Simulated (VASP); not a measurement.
Output of a VASP run:

**OUTCAR**
```
 ion  position               nearest neighbor table
   1  0.000  0.000  0.000-   2 2.54   2 2.54   2 2.54   2 2.54
   2  0.250  0.250  0.250-   1 2.54   1 2.54   1 2.54   1 2.54
  LATTYP: Found a face centered cubic cell.
 ALAT       =     5.8764796090
 Subroutine PRICEL returns:
 Original cell was already a primitive cell.
 Subroutine GETGRP returns: Found 24 space group operations
The static configuration has the point symmetry T_d .
The dynamic configuration has the point symmetry T_d .
 Subroutine INISYM returns: Found 24 space group operations
 Subroutine IBZKPT returns following result:
 Found     20 irreducible k-points:

 Following reciprocal coordinates:
            Coordinates               Weight
  0.000000  0.000000  0.000000      1.000000
  0.142857  0.000000  0.000000      8.000000
  0.285714  0.000000  0.000000      8.000000
  0.428571  0.000000  0.000000      8.000000
  0.142857  0.142857  0.000000      6.000000
  0.285714  0.142857  0.000000     24.000000
  0.428571  0.142857  0.000000     24.000000
 -0.428571  0.142857  0.000000     24.000000
 -0.285714  0.142857  0.000000     24.000000
 -0.142857  0.142857  0.000000     12.000000
  0.285714  0.285714  0.000000      6.000000
  0.428571  0.285714  0.000000     24.000000
 -0.428571  0.285714  0.000000     24.000000
 -0.285714  0.285714  0.000000     12.000000
  0.428571  0.428571  0.000000      6.000000
 -0.428571  0.428571  0.000000     12.000000
  0.428571  0.285714  0.142857     24.000000
 -0.428571  0.285714  0.142857     48.000000
 -0.428571  0.428571  0.142857     24.000000
 -0.285714  0.428571  0.142857     24.000000
   k-points           NKPTS =     20   k-points in BZ     NKDIM =     20   number of bands    NBANDS=     13
   number of dos      NEDOS =    301   number of ions     NIONS =      2
   total plane-waves  NPLWV =  21952
   dimension x,y,z NGX =    28 NGY =   28 NGZ =   28
   dimension x,y,z NGXF=    56 NGYF=   56 NGZF=   56
   ions per type =               1   1
   PREC   = accura    normal or accurate (medium, high low for compatibility)
   ISTART =      0    job   : 0-new  1-cont  2-samecut
   ICHARG =      2    charge: 1-file 2-atom 10-const
   ISPIN  =      1    spin polarized calculation?
   LNONCOLLINEAR =      F non collinear calculations
   LSORBIT =      F    spin-orbit coupling
   INIWAV =      1    electr: 0-lowe 1-rand  2-diag
   ENCUT  =  400.0 eV  29.40 Ry    5.42 a.u.   6.78  6.78  6.78*2*pi/ulx,y,z
   NELM   =    100;   NELMIN=  2; NELMDL= -5     # of ELM steps
   EDIFF  = 0.1E-05   stopping-criterion for ELM
   LREAL  =      F    real-space projection
   NLSPLINE    = F    spline interpolate recip. space projectors
   LMAXMIX     =    4 max onsite mixed and CHGCAR
   VOSKOWN=      0    Vosko Wilk Nusair interpolation
   EDIFFG = -.1E-01   stopping-criterion for IOM
   NSW    =     60    number of steps for IOM
   NBLOCK =      1;   KBLOCK =     60    inner block; outer block
   IBRION =      2    ionic relax: 0-MD 1-quasi-New 2-CG
   NFREE  =      1    steps in history (QN), initial steepest desc. (CG)
   ISIF   =      3    stress and relaxation
   ISYM   =      2    0-nonsym 1-usesym 2-fastsym
   TEIN   =    0.0    initial temperature
   TEBEG  =    0.0;   TEEND  =   0.0 temperature during run
   SMASS  =  -3.00    Nose mass-parameter (am)
   PSTRESS=    0.0 pullay stress
   NELECT =      18.0000    total number of electrons
   EFERMI =   0.00;   METHOD = LEGACY
   ISMEAR =     0;   SIGMA  =   0.05  broadening in eV -4-tet -1-fermi 0-gaus
   IALGO  =     38    algorithm
   LDIAG  =      T    sub-space diagonalisation (order eigenvalues)
   IMIX   =      4    mixing-type and parameters
     AMIX     =   0.40;   BMIX     =  1.00
     AMIX_MAG =   1.60;   BMIX_MAG =  1.00
     AMIN     =   0.10
   GGA     = PS    functional components
   VOSKOWN =     0    Vosko Wilk Nusair interpolation
   LHFCALC =     F    Hartree Fock is set to
   LHFONE  =     F    Hartree Fock one center treatment
...
```

**OSZICAR**
```
       N       E                     dE             d eps       ncg     rms          rms(c)
DAV:   1     0.103738335009E+03    0.10374E+03   -0.73900E+03   520   0.129E+03
DAV:   2    -0.210609691667E+01   -0.10584E+03   -0.10240E+03   535   0.300E+02
DAV:   3    -0.936074873760E+01   -0.72547E+01   -0.71941E+01   695   0.875E+01
DAV:   4    -0.954556958330E+01   -0.18482E+00   -0.18471E+00   602   0.148E+01
DAV:   5    -0.955502621617E+01   -0.94566E-02   -0.94564E-02   786   0.298E+00    0.541E+00
DAV:   6    -0.918718518036E+01    0.36784E+00   -0.69112E-01   773   0.163E+01    0.322E+00
DAV:   7    -0.915389955456E+01    0.33286E-01   -0.17266E-01   736   0.410E+00    0.110E+00
DAV:   8    -0.915111556635E+01    0.27840E-02   -0.15647E-02   684   0.180E+00    0.356E-01
DAV:   9    -0.915130549532E+01   -0.18993E-03   -0.17762E-03   663   0.665E-01    0.174E-01
DAV:  10    -0.915131949062E+01   -0.13995E-04   -0.16768E-04   651   0.109E-01    0.113E-01
DAV:  11    -0.915134181968E+01   -0.22329E-04   -0.34840E-05   611   0.596E-02    0.171E-02
DAV:  12    -0.915134203884E+01   -0.21916E-06   -0.11569E-05   645   0.722E-02    0.163E-02
DAV:  13    -0.915134201503E+01    0.23813E-07   -0.72377E-07   330   0.892E-03
   1 F= -.91513420E+01 E0= -.91513420E+01  d E =-.915134E+01
```

**OUTCAR**
```
------------------------ aborting loop because EDIFF is reached ----------------------------------------
  FORCE on cell =-STRESS in cart. coord.  units (eV):
  Direction    XX          YY          ZZ          XY          YZ          ZX
  --------------------------------------------------------------------------------------
  Total        0.0120136      0.0120136      0.0120136      0.0000000      0.0000000      0.0000000
  in kB        0.3793957      0.3793957      0.3793957      0.0000000      0.0000000      0.0000000
  external PRESSURE =       0.3793957 kB  Pullay stress =       0.0000000 kB
  volume of cell :       50.73
      direct lattice vectors                 reciprocal lattice vectors
     0.000000000  2.938239805  2.938239805    -0.170169909  0.170169909  0.170169909
     2.938239805  0.000000000  2.938239805     0.170169909 -0.170169909  0.170169909
     2.938239805  2.938239805  0.000000000     0.170169909  0.170169909 -0.170169909
  FREE ENERGIE OF THE ION-ELECTRON SYSTEM (eV)
  ---------------------------------------------------
  free  energy   TOTEN  =        -9.1513420150 eV

  energy  without entropy=       -9.1513420150  energy(sigma->0) =       -9.15134202

 reached required accuracy - stopping structural energy minimisation
```
(Selected blocks of OUTCAR.)

### POSCAR
```
InP
1
    0.0000000000     2.9382398045     2.9382398045
    2.9382398045     0.0000000000     2.9382398045
    2.9382398045     2.9382398045     0.0000000000
In P
1 1
Direct
  0.0000000000   0.0000000000   0.0000000000
  0.2500000000   0.2500000000   0.2500000000
```

### Question
Write an INCAR and KPOINTS that could have produced this output.

### Answer
Several could match; the one computed here: the input of the run itself, PBEsol GGA, plane waves, VASP's PBE PAW potentials (set 64).

### INCAR
```
SYSTEM=InP
PREC=Accurate; ENCUT=400; LREAL=.FALSE.
LASPH=.TRUE.
EDIFF=1E-6; NELM=100; ALGO=Normal
LMAXMIX=4
ISMEAR=0; SIGMA=0.05
GGA=PS
IBRION=2; NSW=60; ISIF=3
EDIFFG=-0.01
LWAVE=.FALSE.; LCHARG=.FALSE.
```

**KPOINTS**
```
K-points
0
gamma
 7 7 7
```

POTCAR, in this order: In_d P (PBE.64 set). Program: vasp_std.

The structure was generated: InP was put into the zinc blende type (F-43m), which need not be its known phase. It was relaxed first, which changed the volume by +7 %. The start is the result of an earlier pass.
